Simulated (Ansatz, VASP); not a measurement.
# HfTeSe: VASP beside Ansatz, part 2 of 2

One calculation is typed for both programs; each brings its own data sets. How far apart do they land? The cell is taken from a series of runs on this material, whose earlier steps may have relaxed, scaled, displaced or heated it; both programs get it as it stands.

VASP 6.6.1 and Ansatz 0.2.0.

So far: The structure; VASP: zone-centre phonons, PBEsol.

## Step 3: Ansatz: zone-centre phonons, PBEsol

Level of this step: Ansatz beside VASP: Kohn-Sham DFT, plane waves, PBEsol (Ansatz).

Ansatz runs on its PAW soft_1 files.

The same cell, functional, mesh and smearing now go to Ansatz, which takes its cutoff from its data sets.

File input.yaml:

```yaml
crystal:
  lattice:
    - [3.6789143278, 0.0, 0.0]
    - [-1.8394571639, 3.1860332662, 0.0]
    - [0.0, 0.0, 30.0]
  atoms:
    - { symbol: Hf, position: [0.0, 0.0, 0.3364231216] }
    - { symbol: Se, position: [0.3333333333, 0.6666666667, 0.3876985036] }
    - { symbol: Te, position: [0.6666666667, 0.3333333333, 0.2725450415] }
  periodic: [true, true, false]
kpoints:
  mp_grid: { grid: [12, 12, 1] }
hamiltonian:
  xc: pbesol
  pseudopotentials: { kind: paw, azcp: { folder: soft_1 }, xc_functional: pbe }
scf:
  occupations: { method: methfessel_paxton, width: 0.2 }
output:
  eigenvalues: true
phonons:
  method: dfpt
```

Started as:

```bash
ansatz run input.yaml --threads 4 --pin off --max-ram 16384MiB --backend cpu --events-out ev --progress --plain --runs-dir out
```

Numbers of over 12 decimals in the logs are rounded to 6 here.

Log:

```text
Engine: ansatz 0.2.0, x86_64-unknown-linux-gnu
Pseudopotentials: kind: paw
Pseudopotential: Hf, paw, valence charge 26, recommended cutoff 420 eV (normal), soft_1/Hf.paw.azcp
Pseudopotential: Se, paw, valence charge 16, recommended cutoff 420 eV (normal), soft_1/Se.paw.azcp
Pseudopotential: Te, paw, valence charge 16, recommended cutoff 420 eV (normal), soft_1/Te.paw.azcp
Functional definition: PBEsol
  exchange = pbesol_x
  correlation = pbesol_c
Crystal: 3 atoms, lattice volume = 351.634 Å³
Basis set: ecut = 420 eV, 6869 PW (Γ), exchange–correlation on 50×50×432 points (8 copies of the dense FFT grid, shifted against one another)
Bands: 35, of which v1, the nominal top of the filled ones, is band 29 counted from 1 (28 counted from 0)
Symmetry: 6 space group operations
k-points: 43 of 144 (irreducible under 2 space group operations, time reversal used)
Non-local potential: Hf, projectors of the file, l = 0: 3, l = 1: 2, l = 2: 2, l = 3: 3
Non-local potential: Se, projectors of the file, l = 0: 2, l = 1: 2, l = 2: 3, l = 3: 1
Non-local potential: Te, projectors of the file, l = 0: 2, l = 1: 2, l = 2: 2, l = 3: 1
PAW form: soft (Blöchl's): semilocal exchange-correlation on the pseudo side does not see the compensation charge
PAW frozen core: Hf, regenerated for the run's functional, and the local potential with it (the file was generated under x = pbe(κ = 0.804, μ = 0.219515), c = pbe(β = 0.066725))
PAW frozen core: Se, regenerated for the run's functional, and the local potential with it (the file was generated under x = pbe(κ = 0.804, μ = 0.219515), c = pbe(β = 0.066725))
PAW frozen core: Te, regenerated for the run's functional, and the local potential with it (the file was generated under x = pbe(κ = 0.804, μ = 0.219515), c = pbe(β = 0.066725))
PAW one-centre angular grid: Hf, 590 points (default); XC on 64 Gauss nodes
PAW one-centre angular grid: Se, 590 points (default); XC on 64 Gauss nodes
PAW one-centre angular grid: Te, 590 points (default); XC on 64 Gauss nodes
Initial density: superposition of atomic densities (neutral atoms: chi_scale 0, normalization atom)
Initial wavefunctions: pseudopotential atomic-orbital guess
Functional: x = pbesol(κ = 0.804, μ = 0.123457), c = pbesol(β = 0.046)
iter 1 solved again at ethr=2.13e-3 eV; its pass at ethr=3.10e-3 eV (dr2=1.23e0 eV) is discarded
SCF iter   1: F=—  HF=-27928.052814 eV  |F-HF|=—  |Δ(HF+E_count)|=         —  Δρ=1.50e-2  dr2=1.28e0  ethr=2.13e-3  ⟨swp⟩=1.0  Hψ=10818  notcnv=0
preconditioner: auto → LDOS  [insulator: Δε(μ)=0.165 eV  Ē_g=11.692 eV  σ=0.200 eV  W_gap=0.62  n_scr=48 (ndim 8)  ℏωp=10.8 eV  f_vac=0.755  D(μ)=0.73/eV (n_scr^D=4)  ε∞_Penn≈1.9  β→1.0]
SCF iter   2: F=—  HF=-27928.117269 eV  |F-HF|=—  |Δ(HF+E_count)|=   6.45e-2  S|Δr|=    0.00e0  Δρ=1.15e-2  dr2=2.17e0  ethr=2.13e-3  ⟨swp⟩=4.7  Hψ=4808  notcnv=0  defer=39
SCF iter   3: F=—  HF=-27927.778339 eV  |F-HF|=—  |Δ(HF+E_count)|=   3.39e-1  S|Δr|=    0.00e0  Δρ=4.84e-3  dr2=1.01e0  ethr=2.13e-3  ⟨swp⟩=4.5  Hψ=4385  notcnv=0  defer=53
SCF iter   4: F=—  HF=-27927.690102 eV  |F-HF|=—  |Δ(HF+E_count)|=   8.82e-2  S|Δr|=    0.00e0  Δρ=1.84e-3  dr2=6.43e-2  ethr=1.74e-3  ⟨swp⟩=2.7  Hψ=2274  notcnv=0  defer=50
SCF iter   5: F=—  HF=-27927.682683 eV  |F-HF|=—  |Δ(HF+E_count)|=   7.42e-3  S|Δr|=    0.00e0  Δρ=5.97e-4  dr2=1.70e-3  ethr=1.11e-4  ⟨swp⟩=2.6  Hψ=2930  notcnv=0  defer=48
SCF iter   6: F=—  HF=-27927.682190 eV  |F-HF|=—  |Δ(HF+E_count)|=   4.93e-4  S|Δr|=    0.00e0  Δρ=2.08e-4  dr2=7.90e-5  ethr=2.93e-6  ⟨swp⟩=3.2  Hψ=3290  notcnv=0  defer=48
SCF iter   7: F=—  HF=-27927.682238 eV  |F-HF|=—  |Δ(HF+E_count)|=   4.78e-5  S|Δr|=    0.00e0  Δρ=5.87e-5  dr2=8.64e-6  ethr=1.36e-7  ⟨swp⟩=3.6  Hψ=3543  notcnv=0  defer=48
SCF iter   8: F=—  HF=-27927.682237 eV  |F-HF|=—  |Δ(HF+E_count)|=   1.76e-6  S|Δr|=    0.00e0  Δρ=1.78e-5  dr2=6.51e-7  ethr=1.49e-8  ⟨swp⟩=2.7  Hψ=3014  notcnv=0  defer=48
SCF iter   9: F=—  HF=-27927.682310 eV  |F-HF|=—  |Δ(HF+E_count)|=   7.30e-5  S|Δr|=    0.00e0  Δρ=6.40e-6  dr2=1.76e-7  ethr=1.12e-9  ⟨swp⟩=3.1  Hψ=3391  notcnv=0  defer=48
SCF iter  10: F=—  HF=-27927.682310 eV  |F-HF|=—  |Δ(HF+E_count)|=   2.77e-7  S|Δr|=    0.00e0  Δρ=1.72e-6  dr2=6.56e-9  ethr=3.04e-10  ⟨swp⟩=3.0  Hψ=3114  notcnv=0  defer=48
SCF iter  11: F=—  HF=-27927.682310 eV  |F-HF|=—  |Δ(HF+E_count)|=   6.74e-8  S|Δr|=    0.00e0  Δρ=4.88e-7  dr2=5.37e-10  ethr=1.13e-11  ⟨swp⟩=3.4  Hψ=3259  notcnv=0  defer=48
SCF iter  12: F=—  HF=-27927.682310 eV  |F-HF|=—  |Δ(HF+E_count)|=   1.06e-8  S|Δr|=    0.00e0  Δρ=1.09e-7  dr2=7.90e-11  ethr=1.00e-12  ⟨swp⟩=2.9  Hψ=2826  notcnv=0  defer=48
SCF iter  13: F=—  HF=-27927.682310 eV  |F-HF|=—  |Δ(HF+E_count)|=   1.35e-9  S|Δr|=    0.00e0  Δρ=3.83e-8  dr2=3.73e-11  ethr=1.00e-12  ⟨swp⟩=2.0  Hψ=1604  notcnv=0  defer=48
SCF iter  14: F=-27927.682310 eV  HF=-27927.682310 eV  |F-HF|=9.09e-11  |Δ(HF+E_count)|=  2.26e-10  S|Δr|=    0.00e0  Δρ=2.00e-8  dr2=7.87e-13  ethr=1.00e-12  ⟨swp⟩=22.2  Hψ=12578  notcnv=0
SCF 1 converged in 14 iterations: F = -27927.682310 eV  dr2 = 7.87e-13
  greatest PAW one-centre occupation: 1.000 electrons in one spin orbital (limit 2), on the Se atom at site 1 (counted from 0), in its partial waves of l = 2
DFPT response loops at Γ: preconditioner auto → none (partly filled bands, converged f_vac=0.762); β = 0.50; Broyden in place of MSR1
SCF converged after 14 iterations
Stability not checked: this state was not tested for a lower state beside it, because cold or Methfessel-Paxton smearing, or corrected tetrahedra, fill the levels in a way that the test cannot read (fill_not_monotonic; see scf.lower_state_search)
Free energy (F): -27927.682310 eV
Harris-Foulkes:  -27927.682310 eV  (|F-HF|=9.09e-11)
Internal energy: -27927.684361 eV  (E = F + TS)
E sigma→0 (E₀):  -27927.682823 eV
Entropy (-TS):   0.002051 eV (0.684 meV/atom)
Fermi energy:    -4.786887 eV
--- Per-component energies (eV) ---
  E_band       = -1686.224786
  E_kinetic    = 692.600878
  E_local      = -164968.190878  (includes V_loc(G=0)·N_el)
  E_nonlocal   = -217.261517
  E_hartree    = 81951.218514
  E_xc         = -470.877761
  E_vxc        = -447.123804  (∫ρ·V_xc dr)
  E_paw        = -14257.065059  (= ΣΔE_a)
  E_vpaw       = -648.686332  (= ΣTr[D̂ρ^β])
  E_aug_tail   = -0.000186  (compensation charges beyond the density's cutoff)
  E_ewald      = 69339.257328
  E_core_change = 2.634319  (= ΣΔE_core)
  E_smearing   = 0.002051  (= −TS)
  E_closure    = -0.000000  (closes the sum)
  Σ components = -27927.682310   (vs F -27927.682310, Δ=0.00e0)
--- Band table (eV; the first three rows and the last of 43) ---
  k-point 0: bands = [... 25 lower, -7.2741, -6.8033, -4.0871, -4.0871, -3.6360, -3.5909, -3.5909, -1.0149 (-1.0151°), ... 2 higher]
  k-point 1: bands = [... 25 lower, -7.2553, -6.5181, -4.9873, -4.5198, -3.6920, -3.1803, -3.1488, -0.8639 (-0.8640°), ... 2 higher]
  k-point 2: bands = [... 25 lower, -7.2265, -6.5236, -6.0713, -5.0193, -3.9487, -2.8770, -2.6378, -1.2076 (-1.2076°), ... 2 higher]
  k-point 42: bands = [... 25 lower, -8.1145, -7.7567, -7.4105, -6.8044, -3.3352, -2.9372, -1.4456, -1.0614, ... 2 higher]
  ° read free of the cell's end (the report's vacuum.weakly_bound_levels)
--- Phonons (Γ-DFPT): 6 representative perturbations + reference, on 43 of 144 k-points (Σ response iterations 26) ---
  k mesh reduced under 2 symmetry operations, with k and −k counted as one. Each operation leaves every solved perturbation unchanged. A smaller set is not used because it would not reduce the number of displacements times k-points to solve
  ASR residual: 1.248e-4 → 0.000e0 eV/Å²; symmetrization residual: 2.156e-5 eV/Å²
  ASR residual per site (eV/Å²): 1.25e-4 1.89e-5 1.79e-5
  Γ frequencies (cm⁻¹): 0.00 0.00 0.00 90.97 90.97 147.30 147.30 168.98 224.73
  non-analytic LO–TO correction: not included (Born effective charges unavailable; polar crystals: no LO–TO splitting at Γ)
```

## Step 4: Side by side

Known differences besides the potentials themselves: Ansatz cuts the interaction across the vacuum, VASP repeats the sheet without a dipole correction; the data sets hold 58 valence electrons in Ansatz (on its PAW soft_1 files) and 22 in VASP; the cutoff is 420 eV in Ansatz and 500 eV in VASP; Ansatz makes its cores anew for this functional, VASP keeps those of its PBE data sets. Total energies have different zeros and are not compared.

Compared:

```
                  quantity  Ansatz   VASP  difference
optical mode 1 to 2 (cm⁻¹)    91.0   90.8     +0.14 %
optical mode 3 to 4 (cm⁻¹)   147.3  147.3     +0.02 %
     optical mode 5 (cm⁻¹)   169.0  169.7     -0.45 %
     optical mode 6 (cm⁻¹)   224.7  225.0     -0.10 %
```

Modes are paired by rising frequency, not by their patterns, so a pair may set unlike modes beside each other; they are those without the splitting of longitudinal modes. Where the cell holds vacuum, a pressure given here is an average over it and none of the material.

## Step 5: Results

| Property | Result |
| --- | --- |
| r.m.s. difference of the optical zone-centre modes, each program's sorted by frequency (zone-centre phonons, PBEsol) | 0.33 cm⁻¹ |

In words: The r.m.s. difference of the optical zone-centre modes, each program's sorted by frequency is 0.33 cm⁻¹ (zone-centre phonons, PBEsol). The data sets hold unlike numbers of valence electrons (58 in Ansatz and 22 in VASP), so part of the differences may come from the potentials. Such differences can come from data sets, numerical settings and the points named under the comparisons, not from the functional's error against experiment.

[Lines on the potential files, build, host, timing and source positions are cut from VASP's logs without a mark.]

[Logs are printed without paths, hosts, clocks, repeated set-up lines and the standing remarks that a program may print on its own settings, such as how far it seeks lower states.]

[Hosts, paths, dates, database ids (printed as entryN), source tags and the programs' standing remarks are cut or masked in the printed files.]
